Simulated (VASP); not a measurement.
Computed with r2SCAN+rVV10, VASP's PBE PAW potentials (set 64) (plane waves; VASP 6.6.1).

Gaps are without spin-orbit coupling.

**Question.** Order these relaxed crystals by band gap, smallest first: C, Fd-3m (227); BaTiO3, P4mm (99); SnSe2, P-3m1 (164); BP, F-43m (216).

**Answer.** SnSe2, P-3m1 (164) (0.96 eV), BP, F-43m (216) (1.42 eV), BaTiO3, P4mm (99) (2.18 eV), C, Fd-3m (227) (4.30 eV)
